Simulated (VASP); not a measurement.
# Ga11FeAs12 (a cell with a defect) in VASP: notebook, part 2 of 2

VASP 6.6.1. Earlier steps stand in the parts before.

### 3 Single point, HSE06, collinear spin, ferromagnetic start

The input, POSCAR:

```
Ga11FeAs12                              
1.0
    0.0000000000      8.4805500000      8.4805500000
    5.6537000000      0.0000000000      5.6537000000
    5.6537000000      5.6537000000      0.0000000000
  Fe              Ga              As            
     1    11    12
Direct
     0.0001236770320163    0.0003210635346347    0.9988378040822601
     0.0017603047822878    0.0018455344778492    0.4972535483073330
     0.0021810446460228    0.4984009433385090    0.9991623853322161
     0.0012371421386822    0.4993053131147263    0.4969336992046691
     0.3307539490362756    0.0021169151136836    0.0007883389206927
     0.3304448791241477    0.0031605963798808    0.4993294760762892
     0.3304851968920463    0.5021364166484964    0.0000296182585594
     0.3317461266205118    0.5016549900408542    0.5000420415787065
     0.6679353996276496    0.0011554139548713    0.0003043659904625
     0.6662346969011008    0.0022054143060316    0.4969559938780672
     0.6662204826103773    0.4975882168917340    0.0004317322837460
     0.6668156055133927    0.5010414677311622    0.4983755028989655
     0.0806526472451462    0.1217615117209292    0.1204669939412466
     0.0811824939939171    0.1224454867727146    0.6341494794063460
     0.0811015710643681    0.6355982981264048    0.1201935855697000
     0.0823270443172201    0.6263678345045124    0.6238600760376336
     0.4173935061483693    0.1259014670373968    0.1231873652614964
     0.4160357137720279    0.1259054897589489    0.6246424009212885
     0.4160608750300048    0.6259994681651715    0.1241825330402930
     0.4168497159842656    0.6265957692447722    0.6234603227036738
     0.7573214060113430    0.1217899397606219    0.1211354150997574
     0.7508446448647668    0.1250704982423066    0.6238807239369918
     0.7512266002183133    0.6248550289537763    0.1224299060579724
     0.7505542764257335    0.6257239221800157    0.6239436912116519
```

The input, INCAR.step1:

```
PREC     = Accurate       # precision mode
ENCUT    = 350            # plane-wave cutoff, eV
EDIFF    = 1E-5           # SCF threshold, eV
ISMEAR   = 0              # smearing method
SIGMA    = 0.03           # smearing width, eV
LREAL    = Auto         
LASPH    = True           # aspherical terms in the spheres
NELM     = 70             # most SCF steps
ALGO     = Normal         # electronic algorithm
ISIF     = 2              # what is computed and relaxed
LWAVE    = True           # write WAVECAR
ISPIN    = 2              # spin polarisation
MAGMOM   = 1 0 0 0 0 0 0 0 0 0 0 0 0 0 0 0 0 0 0 0 0 0 0 0 # initial moments
LORBIT   = 11             # projections on sites
NUPDOWN  = 1              # fixed moment
LMAXMIX  = 4              # l up to which the mixer works
ISYM     = -1           
TIME     = 0.4          
NKRED    = 2            
GGA      = PE             # functional
KPAR     = 2
```

The input, INCAR.step2:

```
PREC     = Accurate       # precision mode
ENCUT    = 350            # plane-wave cutoff, eV
EDIFF    = 1E-4           # SCF threshold, eV
ISMEAR   = 0              # smearing method
SIGMA    = 0.03           # smearing width, eV
LREAL    = Auto         
LASPH    = True           # aspherical terms in the spheres
NELM     = 70             # most SCF steps
ALGO     = Damped         # electronic algorithm
ISIF     = 2              # what is computed and relaxed
LWAVE    = False          # write WAVECAR
LCHARG   = False          # write CHGCAR
ISPIN    = 2              # spin polarisation
MAGMOM   = 1 0 0 0 0 0 0 0 0 0 0 0 0 0 0 0 0 0 0 0 0 0 0 0 # initial moments
LORBIT   = 11             # projections on sites
NUPDOWN  = 1              # fixed moment
LMAXMIX  = 4              # l up to which the mixer works
GGA      = PE             # functional
LHFCALC  = True           # exact exchange
HFSCREEN = 0.2            # screening, 1/A
PRECFOCK = Fast         
ISYM     = -1           
TIME     = 0.4          
NKRED    = 2            
ISTART   = 1            
KPAR     = 2
```

The input, KPOINTS:

```
Automatic mesh
0
Gamma
  2 2 2
```

Potentials or basis: VASP PAW PBE potentials, release 64 (Fe, Ga_d, As).

Command:

```
$ cat potpaw_PBE.64/Fe/POTCAR potpaw_PBE.64/Ga_d/POTCAR potpaw_PBE.64/As/POTCAR > POTCAR
$ cp INCAR.step1 INCAR
$ mpirun -np 4 vasp_std > vasp.out
$ cp INCAR.step2 INCAR
$ mpirun -np 4 vasp_std > vasp.out
```

Wall time 40 min (4 MPI ranks of AMD EPYC 9R45 (Zen 5), shared host); peak memory 1.1 GiB.

Results (log left out):

```
Free energy                                           : -125.6792 eV
Pressure                                              : -0.3 GPa
Largest force                                         : 0.243 eV/Å
Net moment                                            : 1.00 μB per cell
Site moments                                          : Fe +2.01; Ga -0.01, -0.00, +0.00; As -0.15, -0.14, -0.01, -0.04, -0.02, -0.11 μB
Valence electrons inside the program's atomic spheres : Fe 7.13; Ga 11.64, 11.65; As 2.87, 2.90, 2.88, 2.89
```

Forces on the atoms (eV/Å):
```
Fe  -0.005  0.055  0.035
Ga   0.038 -0.020 -0.168
Ga   0.039 -0.172 -0.021
Ga   0.167 -0.021 -0.041
Ga  -0.191  0.105  0.107
Ga  -0.095  0.183  0.071
Ga  -0.107  0.083  0.194
Ga  -0.040  0.062  0.064
Ga  -0.201  0.056  0.064
Ga  -0.030  0.165  0.021
Ga  -0.039  0.038  0.185
Ga  -0.043  0.059  0.053
As   0.080 -0.029 -0.038
As  -0.004 -0.103 -0.004
As   0.033 -0.041 -0.087
As  -0.016  0.020  0.017
As   0.151 -0.100 -0.087
As   0.022 -0.089 -0.029
As   0.025 -0.036 -0.102
As   0.062 -0.063 -0.072
As   0.052 -0.050 -0.057
As   0.034 -0.044 -0.024
As   0.056 -0.021 -0.049
As   0.013 -0.036 -0.032
```

Stress tensor (GPa, compression positive):
```
-0.21  0.02 -0.04
 0.02 -0.29 -0.05
-0.04 -0.05 -0.25
```

Caveat: the k mesh is coarse (spacing up to 0.48 Å⁻¹), so the values aren't converged, least of all with exact exchange; the cutoff is under 1.25 times the usual one of these potentials, so pressure, stress and relaxed cells hold a basis-set (Pulay) error; the PAW data sets were made with another functional, which shifts forces and pressure a little; the total moment is fixed, so each spin has its own Fermi level.

### 4 Single point, PBEsol, collinear spin, ferromagnetic start

The input, INCAR:

```
SYSTEM = Ga11FeAs12
PREC = Accurate
ENCUT = 350
EDIFF = 1E-5
ISMEAR = 0
SIGMA = 0.03
LREAL = Auto
LASPH = .True.
NELM = 120
ALGO = Normal
ISIF = 2
LWAVE = .False.
LCHARG = .False.
ISPIN = 2
MAGMOM = 5 0 0 0 0 0 0 0 0 0 0 0 0 0 0 0 0 0 0 0 0 0 0 0
LORBIT = 11
NUPDOWN = 5
LMAXMIX = 4
GGA = PS
NBANDS = 128
ISYM = 0
KPAR = 2
```

The input, KPOINTS:

```
regular mesh
0
Gamma
  2 2 2
  0 0 0
```

The input, POSCAR:

```
Ga11FeAs12                              
1.0
    0.0000000000      8.4805500000      8.4805500000
    5.6537000000      0.0000000000      5.6537000000
    5.6537000000      5.6537000000      0.0000000000
  Fe              Ga              As            
     1    11    12
Direct
     0.9989155494593190    0.0004179494228431    0.9998097073170691
     0.0008262465778369    0.0018972958644902    0.4981564101305614
     0.0009661858364315    0.4993610186229806    0.9987118965822623
     0.0003717522265310    0.4998566107795503    0.4973655002442086
     0.3327051976075243    0.0004983546301826    0.9999840077248778
     0.3327905437617535    0.0023939545922678    0.4973242103052338
     0.3328654708747316    0.5016245441605974    0.9985140476653508
     0.3321572049154635    0.5010784077841905    0.5005205517254623
     0.6679927754667727    0.9993890791268373    0.9991323986488002
     0.6658653733070165    0.0011672814066939    0.5004515718638161
     0.6662217369041304    0.5001249643204700    0.9985200487143225
     0.6663130950488698    0.5013492504935976    0.4982684217756059
     0.0827037680668076    0.1244922559895682    0.1234198940088335
     0.0828444401042882    0.1249177289511597    0.6272241333054446
     0.0829166884680339    0.6282239658182938    0.1221186066300901
     0.0824896694246017    0.6264395685905939    0.6235905635955254
     0.4174183030849784    0.1262295815369969    0.1225014313254678
     0.4157172394008767    0.1259298279376609    0.6248116835353792
     0.4159917192866192    0.6255541505967585    0.1250778910878546
     0.4163000908738654    0.6271852574183325    0.6233859727194861
     0.7515175172938534    0.1245803508874595    0.1246648465467217
     0.7505970070140833    0.1260214736186763    0.6240354958823299
     0.7508183710980317    0.6243497172723674    0.1231477365463069
     0.7501830538975665    0.6258644101774352    0.6232399721190084
```

Potentials or basis: VASP PAW PBE potentials, release 64 (Fe, Ga_d, As).

Command:

```
$ cat potpaw_PBE.64/Fe/POTCAR potpaw_PBE.64/Ga_d/POTCAR potpaw_PBE.64/As/POTCAR > POTCAR
$ mpirun -np 4 vasp_std > vasp.out
```

OUTCAR:

```text
SYSTEM = Ga11FeAs12
   PREC = Accurate
   ENCUT = 350
   EDIFF = 1E-5
   ISMEAR = 0
   LREAL = Auto
   LASPH = .True.
   NELM = 120
   ISIF = 2
   ISPIN = 2
   LORBIT = 11
   NUPDOWN = 5
   GGA = PS
   ISYM = 0

 ion  position               nearest neighbor table
   1  0.999  0.000  1.000-  21 2.42  15 2.43  14 2.43  13 2.44
   2  0.001  0.002  0.498-  13 2.45  14 2.45  22 2.45  16 2.45
   3  0.001  0.499  0.999-  13 2.45  16 2.45  15 2.45  23 2.45
   4  0.000  0.500  0.497-  14 2.45  15 2.45  24 2.45  16 2.45
   5  0.333  0.000  1.000-  19 2.45  13 2.45  18 2.45  17 2.45
   6  0.333  0.002  0.497-  17 2.45  14 2.45  20 2.45  18 2.45
[... 16 lines left out ...]
  23  0.751  0.624  0.123-   9 2.45  12 2.45   3 2.45  11 2.45
  24  0.750  0.626  0.623-  11 2.45   4 2.45  12 2.45  10 2.45

IMPORTANT INFORMATION: All symmetrisations will be switched off!
NOSYMM: (Re-)initialisation of all symmetry stuff for point group C_1.

----------------------------------------------------------------------------------------

                                     Primitive cell

  volume of cell :     542.1501

  direct lattice vectors                    reciprocal lattice vectors
     0.000000000  8.480550000  8.480550000    -0.058958440  0.058958440  0.058958440
     5.653700000  0.000000000  5.653700000     0.088437660 -0.088437660  0.088437660
     5.653700000  5.653700000  0.000000000     0.088437660  0.088437660 -0.088437660

  length of vectors
    11.993308826  7.995539218  7.995539218     0.102119014  0.153178521  0.153178521

  position of ions in fractional coordinates (direct lattice)
     0.998915549  0.000417949  0.999809707
     0.000826247  0.001897296  0.498156410
     0.000966186  0.499361019  0.998711897
     0.000371752  0.499856611  0.497365500
     0.332705198  0.000498355  0.999984008
     0.332790544  0.002393955  0.497324210
[... 16 lines left out ...]
     0.750818371  0.624349717  0.123147737
     0.750183054  0.625864410  0.623239972

  ion indices of the primitive-cell ions
   primitive index   ion index
[... 1095 lines left out ...]
    116       6.5268      0.00000
    117       6.5490      0.00000
 Fermi energy:         3.4969088359

 spin component 2

 k-point     1 :       0.0000    0.0000    0.0000
  band No.  band energies     occupation
      1     -11.1869      1.00000
      2     -11.1836      1.00000
      3     -11.1792      1.00000
      4     -11.1680      1.00000
      5     -11.1673      1.00000
      6     -11.1598      1.00000
[... 949 lines left out ...]
    116       6.6903      0.00000
    117       6.7012      0.00000
 [bands above 117 left out]

------------------------ aborting loop because EDIFF is reached ----------------------------------------

  FORCE on cell =-STRESS in cart. coord.  units (eV):
  Direction    XX          YY          ZZ          XY          YZ          ZX
  --------------------------------------------------------------------------------------
  -------------------------------------------------------------------------------------
  Total       -0.2750569     -0.0488903     -0.0331646      1.2873815     -1.2012776      1.2785192
  in kB       -0.8128559     -0.1444821     -0.0980091      3.8045064     -3.5500496      3.7783161
  external PRESSURE =      -0.3517824 kB  Pullay stress =       0.0000000 kB

 VOLUME and BASIS-vectors are now :
 -----------------------------------------------------------------------------
  energy-cutoff  :      350.00
  volume of cell :      542.15
      direct lattice vectors                 reciprocal lattice vectors
     0.000000000  8.480550000  8.480550000    -0.058958440  0.058958440  0.058958440
     5.653700000  0.000000000  5.653700000     0.088437660 -0.088437660  0.088437660
     5.653700000  5.653700000  0.000000000     0.088437660  0.088437660 -0.088437660

 POSITION                                       TOTAL-FORCE (eV/Angst)
 -----------------------------------------------------------------------------------
      5.65499     14.12398      8.47372         0.026746     -0.034146     -0.019372
      2.82715      2.82343      0.01773         0.000101     -0.008012      0.023498
      8.46965      5.65461      2.83143         0.006421      0.037464     -0.006789
      5.63799      2.81511      2.82919        -0.015679      0.006238      0.018087
      5.65643      8.47513      2.82434         0.037904     -0.011522      0.004131
      2.82526      5.63397      2.83578         0.003241     -0.002901     -0.006429
[... 16 lines left out ...]
      4.22613      7.06359      9.89724         0.024657      0.006032     -0.011490
      7.06206      9.88558      9.90041        -0.011488     -0.005983     -0.014175
 -----------------------------------------------------------------------------------
    total drift:                                0.002494     -0.010422      0.009080

  FREE ENERGIE OF THE ION-ELECTRON SYSTEM (eV)
  ---------------------------------------------------
  free  energy   TOTEN  =      -111.4823296145 eV

  energy  without entropy=     -111.4822654913  energy(sigma->0) =     -111.48229755

 total charge

# of ion       s       p       d       tot
------------------------------------------
    1        0.428   0.430   6.009   6.867
    2        0.880   0.799   9.993  11.672
    3        0.880   0.799   9.993  11.673
    4        0.879   0.798   9.993  11.670
    5        0.878   0.805   9.993  11.675
    6        0.876   0.805   9.993  11.674
[... 16 lines left out ...]
   23        1.205   1.601   0.030   2.836
   24        1.205   1.601   0.030   2.836
--------------------------------------------------
tot         24.557  28.430 116.307 169.294

 magnetization (x)

# of ion       s       p       d       tot
------------------------------------------
    1        0.028   0.111   3.223   3.362
    2        0.005   0.025   0.006   0.036
    3        0.005   0.025   0.006   0.036
    4        0.005   0.024   0.006   0.035
    5        0.005   0.019   0.005   0.028
    6        0.003   0.010   0.004   0.017
[... 16 lines left out ...]
   23        0.001   0.015   0.000   0.016
   24        0.000   0.011   0.000   0.012
--------------------------------------------------
tot          0.098   0.770   3.292   4.160
```

Run time: 4.6 min. Hardware: 4 MPI ranks of Intel Xeon 6975P-C (Granite Rapids), shared host; peak memory 0.54 GiB.

What came out:

```
Free energy                                           : -111.4823 eV
Pressure                                              : 0.0 GPa
Largest force                                         : 0.430 eV/Å
Net moment                                            : 5.00 μB per cell
Site moments                                          : Fe +3.36; Ga +0.04, +0.03, +0.02, +0.00; As +0.11, +0.10, +0.02, +0.05, +0.01, +0.08 μB
Valence electrons inside the program's atomic spheres : Fe 6.87; Ga 11.67, 11.68; As 2.83, 2.84
```

Forces in eV/Å, atoms in the order of the input:
```
Fe   0.027 -0.034 -0.019
Ga   0.000 -0.008  0.023
Ga   0.006  0.037 -0.007
Ga  -0.016  0.006  0.018
Ga   0.038 -0.012  0.004
Ga   0.003 -0.003 -0.006
Ga  -0.011  0.006 -0.024
Ga  -0.013 -0.004  0.012
Ga   0.040 -0.048 -0.038
Ga   0.020 -0.023 -0.021
Ga   0.040 -0.023 -0.012
Ga   0.000  0.008 -0.004
As  -0.221 -0.188 -0.184
As   0.194  0.217 -0.205
As   0.204 -0.192  0.212
As  -0.024  0.007  0.005
As  -0.031  0.012  0.010
As   0.001  0.007  0.009
As  -0.005  0.003  0.007
As  -0.010  0.006 -0.005
As  -0.264  0.238  0.244
As   0.009 -0.016  0.005
As   0.025  0.006 -0.011
As  -0.011 -0.006 -0.014
```

Caveat: the k mesh is coarse (spacing up to 0.48 Å⁻¹), so the values aren't converged; the cutoff is under 1.25 times the usual one of these potentials, so pressure, stress and relaxed cells hold a basis-set (Pulay) error; the PAW data sets were made with another functional, which shifts forces and pressure a little; the total moment is fixed, so each spin has its own Fermi level; only a ferromagnetic start was run, and an antiferromagnetic order may lie lower in energy.

### 5 Summary

```tsv
level	fixed moment (μB)	grid for exact exchange (PRECFOCK)	screening parameter	pressure (GPa)	moment (μB)	largest force (eV/Å)
PBEsol	1	-	-	-1.0	1.00	0.80
HSE06	1	Fast	0.2 1/A	-0.3	1.00	0.24
PBEsol	5	-	-	0.0	5.00	0.43
```

Some of these runs hold the atoms at other places in the same cell, which the table doesn't show; runs alike in all that it shows share one row.

Alike in all rows: task single point; potentials or basis VASP PAW PBE potentials, release 64 (Fe, Ga_d, As); spin collinear, ferromagnetic start; cell as given; k mesh 2 × 2 × 2; cutoff (eV) 350; smearing gaussian 0.03 eV; the mesh is coarse, so values aren't converged.

Caveats: all runs use coarse meshes; the cutoff is under 1.25 times the usual one of these potentials, so pressure, stress and relaxed cells hold a basis-set (Pulay) error; the PAW data sets were made with another functional, which shifts forces and pressure a little; the total moment is fixed, so each spin has its own Fermi level; only a ferromagnetic start was run, and an antiferromagnetic order may lie lower in energy (some runs).

Total energies depend on the potentials used, so only differences within one code and one set of settings carry meaning.
